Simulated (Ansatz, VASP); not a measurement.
# Ni16N (Ni(100)): VASP beside Ansatz

One calculation is typed for both programs; each brings its own data sets and cutoff. How far apart do they land?

Method: plane waves, with VASP 6.6.1 beside it; single point at RPBE, in Ansatz 0.2.0.

**1. Set-up**

The cell holds 17 atoms: 16 Ni and 1 N. Its edges and angles: a = 5.027 Å, b = 5.027 Å, c = 20.332 Å, α = 90.0°, β = 90.0°, γ = 90.0°. It derives from Ni. As first built, before any earlier steps moved the atoms (in the runner's words): N over the ontop site of Ni(100). Vacuum lies along c.

**2. VASP: single point, RPBE**

With cell and atoms fixed, the geometry can't cause a difference; cores, projectors, grids and the points listed under the comparison can.

Lines of VASP's logs that name or quote its potential files are left out, and so is its time.

INCAR reads:

```
SYSTEM = Ni16N
PREC = Normal
ENCUT = 440
EDIFF = 1E-06
NELM = 120
ISMEAR = 1
SIGMA = 0.15
LREAL = Auto
ALGO = Fast
GGA = RP
NBANDS = 120
ISPIN = 2
MAGMOM = 1 1 1 1 1 1 1 1 1 1 1 1 1 1 1 1 0
LASPH = .TRUE.
LMAXMIX = 4
LORBIT = 11
LWAVE = .FALSE.
LCHARG = .FALSE.
KPAR = 2
NCORE = 2
IDIPOL = 3
LDIPOL = .TRUE.
DIPOL = 0.5 0.5 0.512
LVHAR = .TRUE.
LVACPOTAV = .TRUE.
NEDOS = 1500
```

POSCAR reads:

```
Ni16N
1.0
    5.0272167418      0.0000000000      0.0000000000
    0.0000000000      5.0272167418      0.0000000000
    0.0000000000      0.0000000000     20.3321685729
Ni N
16 1
Selective dynamics
Direct
    0.2500000000      0.2500000000      0.3688735900  F F F
    0.7500000000      0.2500000000      0.3688735900  F F F
    0.2500000000      0.7500000000      0.3688735900  F F F
    0.7500000000      0.7500000000      0.3688735900  F F F
    0.0000000000      0.0000000000      0.4562912000  F F F
    0.5000000000      0.0000000000      0.4562912000  F F F
    0.0000000000      0.5000000000      0.4562912000  F F F
    0.5000000000      0.5000000000      0.4562912000  F F F
    0.2502464564      0.2502464564      0.5443913437  T T T
    0.7497535436      0.2502464564      0.5443913437  T T T
    0.2502464564      0.7497535436      0.5443913437  T T T
    0.7497535436      0.7497535436      0.5443913437  T T T
    0.0000000000      0.0000000000      0.6304131140  T T T
    0.5000000000      0.0000000000      0.6313662122  T T T
    0.0000000000      0.5000000000      0.6313662122  T T T
    0.5000000000      0.5000000000      0.6274328644  T T T
    0.0000000000      0.0000000000      0.7102672045  T T T
```

KPOINTS reads:

```
Automatic mesh
0
Gamma
5 5 1
0 0 0
```

Potentials, in the order of the species: Ni and N (PBE family, release 64).

On the command line:

```console
$ mpirun -np 4 vasp_std
```

Numbers of over 12 decimals in the logs are rounded to 6 here.

What it wrote:

```text
[banner, memory and clock lines left out]
running    4 mpi-ranks, on    1 nodes
 distrk:  each k-point on    2 cores,    2 groups
 distr:  one band on    2 cores,    1 groups

 POSCAR found type information on POSCAR NiN
 POSCAR found :  2 types and      17 ions
|                                                                             |
|               ----> ADVICE to this user running VASP <----                  |
|                                                                             |
|     You enforced a specific xc type in the INCAR file but a different       |
|     [... a line on the potential file left out ...]
|     I HOPE YOU KNOW WHAT YOU ARE DOING!                                     |
|                                                                             |

 LDA part: xc-table for (Slater+PW92), standard interpolation
 POSCAR, INCAR and KPOINTS ok, starting setup
 FFT: planning ... GRIDC
 FFT: planning ... GRID_SOFT
 FFT: planning ... GRID
 WAVECAR not read
 entering main loop
       N       E                     dE             d eps       ncg     rms          rms(c)
DAV:   1     0.120107642680E+04    0.12011E+04   -0.64388E+04  2880   0.131E+03
DAV:   2     0.383384130096E+02   -0.11627E+04   -0.10881E+04  2880   0.313E+02
DAV:   3    -0.867020743172E+02   -0.12504E+03   -0.10895E+03  3184   0.131E+02
DAV:   4    -0.951694118289E+02   -0.84673E+01   -0.80978E+01  3152   0.322E+01
DAV:   5    -0.953289159274E+02   -0.15950E+00   -0.15934E+00  3168   0.423E+00    0.406E+01
RMM:   6    -0.115521824373E+03   -0.20193E+02   -0.16607E+02  3265   0.666E+01    0.566E+01
RMM:   7    -0.128040858608E+03   -0.12519E+02   -0.40999E+01  3302   0.303E+01    0.813E+01
RMM:   8    -0.880326670132E+02    0.40008E+02   -0.10932E+01  3221   0.161E+01    0.419E+01
RMM:   9    -0.869971110613E+02    0.10356E+01   -0.18110E+01  3329   0.204E+01    0.486E+01
RMM:  10    -0.852204113165E+02    0.17767E+01   -0.14195E+01  3200   0.169E+01    0.421E+01
RMM:  11    -0.787606345190E+02    0.64598E+01   -0.99474E+00  3317   0.157E+01    0.256E+01
RMM:  12    -0.784707653549E+02    0.28987E+00   -0.29282E+00  3243   0.814E+00    0.283E+01
RMM:  13    -0.784921906717E+02   -0.21425E-01   -0.18259E+00  3249   0.632E+00    0.292E+01
RMM:  14    -0.778489842944E+02    0.64321E+00   -0.38974E-01  3216   0.280E+00    0.241E+01
[...]
RMM:  42    -0.788751642765E+02   -0.21398E-05   -0.75187E-07  2383   0.174E-03    0.520E-03
RMM:  43    -0.788751669683E+02   -0.26918E-05   -0.24224E-07  2196   0.120E-03    0.450E-03
RMM:  44    -0.788751708658E+02   -0.38975E-05   -0.18380E-07  2138   0.105E-03    0.356E-03
RMM:  45    -0.788751769839E+02   -0.61182E-05   -0.11798E-07  1951   0.950E-04    0.170E-03
RMM:  46    -0.788751826959E+02   -0.57120E-05   -0.12689E-07  1973   0.895E-04    0.146E-03
RMM:  47    -0.788751855994E+02   -0.29035E-05   -0.68463E-08  1713   0.712E-04    0.910E-04
RMM:  48    -0.788751868700E+02   -0.12706E-05   -0.33379E-08  1467   0.603E-04    0.420E-04
RMM:  49    -0.788751873692E+02   -0.49919E-06   -0.19000E-08  1327   0.537E-04
|                                                                             |
|           W    W    AA    RRRRR   N    N  II  N    N   GGGG   !!!           |
|           W    W   A  A   R    R  NN   N  II  NN   N  G    G  !!!           |
|           W    W  A    A  R    R  N N  N  II  N N  N  G       !!!           |
|           W WW W  AAAAAA  RRRRR   N  N N  II  N  N N  G  GGG   !            |
|           WW  WW  A    A  R   R   N   NN  II  N   NN  G    G                |
|           W    W  A    A  R    R  N    N  II  N    N   GGGG   !!!           |
|                                                                             |
|     Did not find any points to average over, which means that no vacuum     |
|     field-free region was found. Please increase the size of  your cell     |
|     in the dimension of the dipole correction to obtain accurate            |
|     workfunction values.                                                    |
|                                                                             |

   1 F= -.78875187E+02 E0= -.78880042E+02  d E =0.145646E-01  mag=    11.5487
```

From OUTCAR (step 2):

```text
ion  position               nearest neighbor table
   1  0.250  0.250  0.369-   2 2.51   3 2.51   3 2.51   2 2.51   7 2.51   8 2.51   5 2.51   6 2.51

  LATTYP: Found a simple tetragonal cell.
 ALAT       =     5.0272167418
 C/A-ratio  =     4.0444185356

 Subroutine GETGRP returns: Found  8 space group operations
 (whereof  8 operations were pure point group operations)

The static configuration has the point symmetry C_4v.

 Found      6 irreducible k-points:

   k-points           NKPTS =      6   k-points in BZ     NKDIM =      6   number of bands    NBANDS=    120

   dimension x,y,z NGX =    28 NGY =   28 NGZ =  108
   dimension x,y,z NGXF=    56 NGYF=   56 NGZF=  216

   ENCUT  =  440.0 eV  32.34 Ry    5.69 a.u.   8.60  8.60 34.77*2*pi/ulx,y,z

   NELECT =     165.0000    total number of electrons

 k-points in reciprocal lattice and weights: Automatic mesh
   0.00000000  0.00000000  0.00000000       0.040
   0.20000000  0.00000000  0.00000000       0.160
   0.40000000  0.00000000  0.00000000       0.160
   0.20000000  0.20000000  0.00000000       0.160
   0.40000000  0.20000000  0.00000000       0.320
   0.40000000  0.40000000  0.00000000       0.160

 dipolmoment           0.000000      0.000000      0.169464 electrons x Angstroem

 average (electrostatic) potential at core
       1 -91.1971       2 -91.1971       3 -91.1971       4 -91.1971       5 -91.5642
       6 -91.5688       7 -91.5688       8 -91.5387       9 -91.5913      10 -91.5913
      11 -91.5913      12 -91.5913      13 -92.3965      14 -91.1568      15 -91.1568
      16 -91.2622      17 -69.4348

 E-fermi :  -0.0154

 spin component 1
 k-point     1 :       0.0000    0.0000    0.0000
  band No.  band energies     occupation
    ...
     83      -0.5039      1.00002
     84      -0.5039      1.00002
     85      -0.3730      1.00192
     86      -0.2670      1.01956
     87      -0.0331      0.59873
     88       0.4203     -0.00016
     89       0.5765     -0.00000
     90       0.7027     -0.00000
     91       0.7027     -0.00000
     92       0.9153     -0.00000
    ...

 k-point     2 :       0.2000    0.0000    0.0000
  band No.  band energies     occupation
    ...
     84      -0.5349      1.00001
     85      -0.4788      1.00006
     86      -0.4049      1.00074
     87      -0.3828      1.00145
     88      -0.1456      1.00546
     89       0.2540     -0.01457
     90       0.9545     -0.00000
     91       1.0103     -0.00000
     92       1.1866     -0.00000
     93       1.2470     -0.00000
    ...

 k-point     3 :       0.4000    0.0000    0.0000
  band No.  band energies     occupation
    ...
     84      -0.6314      1.00000
     85      -0.6249      1.00000
     86      -0.6232      1.00000
     87      -0.3362      1.00499
     88      -0.3237      1.00666
     89       0.4093     -0.00023
     90       1.0255     -0.00000
     91       1.5033     -0.00000
     92       1.5955     -0.00000
     93       2.1288     -0.00000
    ...

 k-point     4 :       0.2000    0.2000    0.0000
  band No.  band energies     occupation
    ...
     84      -0.5555      1.00000
     85      -0.5367      1.00001
     86      -0.4785      1.00006
     87      -0.3235      1.00669
     88      -0.2869      1.01407
     89       0.0708      0.09156
     90       0.2630     -0.01236
     91       0.4083     -0.00024
     92       1.3034     -0.00000
     93       1.5649     -0.00000
    ...

 k-point     5 :       0.4000    0.2000    0.0000
  band No.  band energies     occupation
    ...
     84      -0.7099      1.00000
     85      -0.6679      1.00000
     86      -0.4670      1.00009
     87      -0.3615      1.00262
     88      -0.1933      1.03521
     89      -0.0077      0.45613
     90       0.3489     -0.00158
     91       0.5885     -0.00000
     92       0.9710     -0.00000
     93       1.2080     -0.00000
    ...

 k-point     6 :       0.4000    0.4000    0.0000
  band No.  band energies     occupation
    ...
     85      -0.6944      1.00000
     86      -0.6871      1.00000
     87      -0.5316      1.00001
     88      -0.4559      1.00013
     89      -0.1394      0.99649
     90       0.1181     -0.00965
     91       0.2461     -0.01668
     92       0.7915     -0.00000
     93       0.9694     -0.00000
     94       1.6955     -0.00000
    ...

  Total       -6.8204328     -6.8204328     -2.8809380      0.0000000     -0.0000000      0.0000000
  in kB      -21.2658917    -21.2658917     -8.9826727      0.0000000     -0.0000000      0.0000000
  external PRESSURE =     -17.1714854 kB  Pullay stress =       0.0000000 kB

  energy-cutoff  :      440.00
  volume of cell :      513.85
      direct lattice vectors                 reciprocal lattice vectors
     5.027216742  0.000000000  0.000000000     0.198917224  0.000000000  0.000000000
     0.000000000  5.027216742  0.000000000     0.000000000  0.198917224  0.000000000
     0.000000000  0.000000000 20.332168573     0.000000000  0.000000000  0.049183145

 POSITION                                       TOTAL-FORCE (eV/Angst)
 -----------------------------------------------------------------------------------
      1.25680      1.25680      7.50000         0.020701      0.020701      0.306752
      3.77041      1.25680      7.50000        -0.020701      0.020701      0.306752
      1.25680      3.77041      7.50000         0.020701     -0.020701      0.306752
      3.77041      3.77041      7.50000        -0.020701     -0.020701      0.306752
      0.00000      0.00000      9.27739         0.000000      0.000000     -0.207499
      2.51361      0.00000      9.27739         0.000000      0.000000     -0.264388
      0.00000      2.51361      9.27739         0.000000      0.000000     -0.264388
      2.51361      2.51361      9.27739         0.000000      0.000000     -0.407371
      1.25804      1.25804     11.06866        -0.002145     -0.002145     -0.013445
      3.76917      1.25804     11.06866         0.002145     -0.002145     -0.013445
      1.25804      3.76917     11.06866        -0.002145      0.002145     -0.013445
      3.76917      3.76917     11.06866         0.002145      0.002145     -0.013445
      0.00000      0.00000     12.81767         0.000000      0.000000     -0.023540
      2.51361      0.00000     12.83704         0.000000      0.000000      0.002091
      0.00000      2.51361     12.83704         0.000000      0.000000      0.002091
      2.51361      2.51361     12.75707         0.000000      0.000000     -0.005376
      0.00000      0.00000     14.44127         0.000000      0.000000     -0.004848
 -----------------------------------------------------------------------------------
    total drift:                                0.000000      0.000000      0.025572

  FREE ENERGIE OF THE ION-ELECTRON SYSTEM (eV)
  ---------------------------------------------------
  free  energy   TOTEN  =       -78.8751873692 eV

  energy  without entropy=      -78.8897519275  energy(sigma->0) =      -78.88004222

 vacuum level on the upper side and lower side of the slab         5.901         4.687

 total charge
# of ion       s       p       d       tot
------------------------------------------
    1        0.458   0.317   8.307   9.082
    2        0.458   0.317   8.307   9.082
    3        0.458   0.317   8.307   9.082
    4        0.458   0.317   8.307   9.082
    5        0.477   0.466   8.289   9.232
    6        0.479   0.466   8.287   9.231
    7        0.479   0.466   8.287   9.231
    8        0.477   0.467   8.291   9.234
    9        0.483   0.477   8.293   9.254
   10        0.483   0.477   8.293   9.254
   11        0.483   0.477   8.293   9.254
   12        0.483   0.477   8.293   9.254
   13        0.595   0.671   8.335   9.602
   14        0.424   0.315   8.327   9.065
   15        0.424   0.315   8.327   9.065
   16        0.469   0.329   8.328   9.126
   17        1.366   2.081   0.000   3.447
--------------------------------------------------
tot          8.953   8.752 132.872 150.577

 magnetization (x)
# of ion       s       p       d       tot
------------------------------------------
    1       -0.003  -0.021   0.779   0.755
    2       -0.003  -0.021   0.779   0.755
    3       -0.003  -0.021   0.779   0.755
    4       -0.003  -0.021   0.779   0.755
    5       -0.009  -0.026   0.720   0.685
    6       -0.008  -0.027   0.758   0.724
    7       -0.008  -0.027   0.758   0.724
    8       -0.007  -0.024   0.717   0.686
    9       -0.007  -0.026   0.744   0.710
   10       -0.007  -0.026   0.744   0.710
   11       -0.007  -0.026   0.744   0.710
   12       -0.007  -0.026   0.744   0.710
   13       -0.001  -0.012   0.389   0.377
   14       -0.012  -0.016   0.719   0.691
   15       -0.012  -0.016   0.719   0.691
   16       -0.012  -0.025   0.811   0.775
   17        0.009   0.430   0.000   0.438
--------------------------------------------------
tot         -0.101   0.069  11.685  11.654

[... 6 further parts left out ...]
```

The magnetic state follows from one typed start and may not be the lowest.

(Part 1 of 2 ends here.)

[Lines on the potential files, build, host, timing and source positions are cut from VASP's logs without a mark.]

[Logs are printed without paths, hosts, clocks, repeated set-up lines and the standing remarks that a program may print on its own settings, such as how far it seeks lower states.]

[Hosts, paths, dates, database ids (printed as entryN), source tags and the programs' standing remarks are cut or masked in the printed files.]
